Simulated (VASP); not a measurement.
Level of theory: PBE GGA, VASP's PBE PAW potentials (set 64) (plane waves; VASP 6.6.1).

VASP ran on this input.

**INCAR**
```
ALGO=Normal
AMIX=0.6
BMIX=1.0
EDIFF=1E-6
ENCUT=400
GGA=PE
IMIX=1
ISIF=2
ISMEAR=1
LASPH=.TRUE.
LCHARG=.FALSE.
LMAXMIX=4
LREAL=.FALSE.
LWAVE=.FALSE.
NELM=100
PREC=Accurate
SIGMA=0.1
SYSTEM=MoSi2
```

**POSCAR**
```
MoSi2
1
   -1.6050000000     1.6050000000     3.9250000000
    1.6050000000    -1.6050000000     3.9250000000
    1.6050000000     1.6050000000    -3.9250000000
Si Mo
2 1
Direct
  0.6650000000   0.6650000000   0.0000000000
  0.3350000000   0.3350000000   0.0000000000
  0.0000000000   0.0000000000   0.0000000000
```

KPOINTS:
```
Automatic mesh
0
Gamma
12 12 12
0 0 0
```

POTCAR, in this order: Si Mo_sv (PBE.64 set). Program: vasp_std.

Output

**OSZICAR**
```
       N       E                     dE             d eps       ncg     rms          rms(c)
DAV:   1     0.970418627830E+02    0.97042E+02   -0.99733E+03  4986   0.114E+03
DAV:   2    -0.219674968694E+02   -0.11901E+03   -0.11748E+03  6157   0.297E+02
DAV:   3    -0.241579408949E+02   -0.21904E+01   -0.21400E+01  6612   0.369E+01
DAV:   4    -0.241674944098E+02   -0.95535E-02   -0.95529E-02  5660   0.288E+00
DAV:   5    -0.241675804773E+02   -0.86068E-04   -0.86062E-04  6584   0.241E-01    0.213E+01
DAV:   6    -0.240872995055E+02    0.80281E-01   -0.17190E+01  5639   0.281E+01    0.708E+00
DAV:   7    -0.244146558812E+02   -0.32736E+00   -0.23696E+01  5548   0.317E+01    0.105E+01
DAV:   8    -0.244659395866E+02   -0.51284E-01   -0.25791E+01  5432   0.324E+01    0.101E+01
DAV:   9    -0.249031763509E+02   -0.43724E+00   -0.34232E+01  5394   0.385E+01    0.114E+01
DAV:  10    -0.249412303799E+02   -0.38054E-01   -0.36206E+01  5401   0.385E+01    0.118E+01
DAV:  11    -0.255321861624E+02   -0.59096E+00   -0.47786E+01  5359   0.458E+01    0.131E+01
DAV:  12    -0.255175571860E+02    0.14629E-01   -0.49034E+01  5382   0.448E+01    0.135E+01
DAV:  13    -0.263120415528E+02   -0.79448E+00   -0.64693E+01  5366   0.536E+01    0.149E+01
DAV:  14    -0.261950307748E+02    0.11701E+00   -0.64220E+01  5405   0.514E+01    0.152E+01
DAV:  15    -0.272370253601E+02   -0.10420E+01   -0.85021E+01  5401   0.617E+01    0.166E+01
DAV:  16    -0.269188087859E+02    0.31822E+00   -0.81530E+01  5384   0.579E+01    0.167E+01
DAV:  17    -0.282418151379E+02   -0.13230E+01   -0.10735E+02  5437   0.696E+01    0.180E+01
DAV:  18    -0.275792933440E+02    0.66252E+00   -0.98273E+01  5337   0.638E+01    0.180E+01
DAV:  19    -0.291733592055E+02   -0.15941E+01   -0.12810E+02  5423   0.763E+01    0.191E+01
DAV:  20    -0.281003960659E+02    0.10730E+01   -0.11255E+02  5353   0.685E+01    0.189E+01
DAV:  21    -0.299382768034E+02   -0.18379E+01   -0.14541E+02  5445   0.814E+01    0.198E+01
DAV:  22    -0.284982205349E+02    0.14401E+01   -0.12391E+02  5338   0.721E+01    0.196E+01
DAV:  23    -0.305182670399E+02   -0.20200E+01   -0.15865E+02  5452   0.852E+01    0.202E+01
DAV:  24    -0.287911677668E+02    0.17271E+01   -0.13262E+02  5340   0.746E+01    0.201E+01
DAV:  25    -0.309331200227E+02   -0.21420E+01   -0.16831E+02  5459   0.878E+01    0.205E+01
DAV:  26    -0.289927871432E+02    0.19403E+01   -0.13887E+02  5333   0.764E+01    0.204E+01
DAV:  27    -0.312379012880E+02   -0.22451E+01   -0.17539E+02  5466   0.896E+01    0.207E+01
DAV:  28    -0.291382191255E+02    0.20997E+01   -0.14341E+02  5364   0.776E+01    0.206E+01
DAV:  29    -0.314694782087E+02   -0.23313E+01   -0.18081E+02  5509   0.909E+01    0.208E+01
DAV:  30    -0.292489133305E+02    0.22206E+01   -0.14691E+02  5371   0.786E+01    0.208E+01
DAV:  31    -0.316488416460E+02   -0.23999E+01   -0.18501E+02  5509   0.919E+01    0.209E+01
DAV:  32    -0.293298625741E+02    0.23190E+01   -0.14948E+02  5366   0.793E+01    0.209E+01
DAV:  33    -0.317766508800E+02   -0.24468E+01   -0.18798E+02  5516   0.926E+01    0.210E+01
DAV:  34    -0.293787002821E+02    0.23980E+01   -0.15118E+02  5394   0.798E+01    0.210E+01
DAV:  35    -0.318648992418E+02   -0.24862E+01   -0.19002E+02  5523   0.931E+01    0.211E+01
DAV:  36    -0.294272632139E+02    0.24376E+01   -0.15261E+02  5387   0.801E+01    0.210E+01
DAV:  37    -0.319424309295E+02   -0.25152E+01   -0.19181E+02  5523   0.935E+01    0.211E+01
DAV:  38    -0.294514985783E+02    0.24909E+01   -0.15349E+02  5387   0.804E+01    0.211E+01
DAV:  39    -0.319821245893E+02   -0.25306E+01   -0.19280E+02  5530   0.938E+01    0.211E+01
DAV:  40    -0.294719705686E+02    0.25102E+01   -0.15426E+02  5401   0.806E+01    0.211E+01
DAV:  41    -0.320207948697E+02   -0.25488E+01   -0.19372E+02  5537   0.939E+01    0.211E+01
DAV:  42    -0.294846370464E+02    0.25362E+01   -0.15475E+02  5418   0.807E+01    0.211E+01
DAV:  43    -0.320393643880E+02   -0.25547E+01   -0.19419E+02  5537   0.941E+01    0.211E+01
DAV:  44    -0.294969589041E+02    0.25424E+01   -0.15512E+02  5395   0.808E+01    0.211E+01
DAV:  45    -0.320568866935E+02   -0.25599E+01   -0.19460E+02  5537   0.942E+01    0.212E+01
DAV:  46    -0.294988007218E+02    0.25581E+01   -0.15530E+02  5440   0.808E+01    0.211E+01
DAV:  47    -0.320686543500E+02   -0.25699E+01   -0.19486E+02  5537   0.942E+01    0.212E+01
DAV:  48    -0.295124635719E+02    0.25562E+01   -0.15561E+02  5409   0.809E+01    0.212E+01
DAV:  49    -0.320821788457E+02   -0.25697E+01   -0.19520E+02  5537   0.943E+01    0.212E+01
DAV:  50    -0.295080826577E+02    0.25741E+01   -0.15564E+02  5425   0.809E+01    0.212E+01
DAV:  51    -0.320714733516E+02   -0.25634E+01   -0.19519E+02  5537   0.943E+01    0.212E+01
DAV:  52    -0.373024785211E+03   -0.34095E+03   -0.35900E+03  5419   0.810E+01    0.281E+01
DAV:  53    -0.675179880138E+03   -0.30216E+03   -0.67182E+03  5516   0.998E+01    0.235E+01
DAV:  54    -0.634880648929E+02    0.61169E+03   -0.54575E+02  5397   0.837E+01    0.251E+01
```

File stdout:
```
...
 WARNING: Sub-Space-Matrix is not hermitian in DAV            5
 -1.071286726947813E-003
 WARNING: Sub-Space-Matrix is not hermitian in DAV            6
  3.141971174798139E-003
 WARNING: Sub-Space-Matrix is not hermitian in DAV            7
 -2.829549788708584E-003
 WARNING: Sub-Space-Matrix is not hermitian in DAV            8
  0.530546741457230
 WARNING: Sub-Space-Matrix is not hermitian in DAV            9
   24.6598303830805
 WARNING: Sub-Space-Matrix is not hermitian in DAV           10
  0.898285373626051
 WARNING: Sub-Space-Matrix is not hermitian in DAV           11
  0.117011117659127
 WARNING: Sub-Space-Matrix is not hermitian in DAV           12
 -0.340914030855215
 WARNING: Sub-Space-Matrix is not hermitian in DAV           13
  0.400438349557807
 WARNING: Sub-Space-Matrix is not hermitian in DAV           14
 -0.139742544724118
 WARNING: Sub-Space-Matrix is not hermitian in DAV           15
  0.120518765155710
 WARNING: Sub-Space-Matrix is not hermitian in DAV           16
  -2.41397695083359

 -----------------------------------------------------------------------------
|                                                                             |
|     EEEEEEE  RRRRRR   RRRRRR   OOOOOOO  RRRRRR      ###     ###     ###     |
|     E        R     R  R     R  O     O  R     R     ###     ###     ###     |
|     E        R     R  R     R  O     O  R     R     ###     ###     ###     |
|     EEEEE    RRRRRR   RRRRRR   O     O  RRRRRR       #       #       #      |
|     E        R   R    R   R    O     O  R   R                               |
|     E        R    R   R    R   O     O  R    R      ###     ###     ###     |
|     EEEEEEE  R     R  R     R  OOOOOOO  R     R     ###     ###     ###     |
|                                                                             |
|     EDDAV: Call to ZHEGV failed. Returncode = 10 2 16                       |
|                                                                             |
|       ---->  I REFUSE TO CONTINUE WITH THIS SICK JOB ... BYE!!! <----       |
|                                                                             |
 -----------------------------------------------------------------------------
```

VASP stops with an error: EDDAV: Call to ZHEGV failed. Returncode = 10 2 16 ----> I REFUSE TO CONTINUE WITH THIS SICK JOB ... BYE!!! <----

The compound is MoSi2 in the MoSi2 type structure. The cell was not relaxed at this level. The run is one of a series of settings (AMIX = 0.6, BMIX = 1.0, IMIX = 1 against the base run), some of them coarse on purpose.
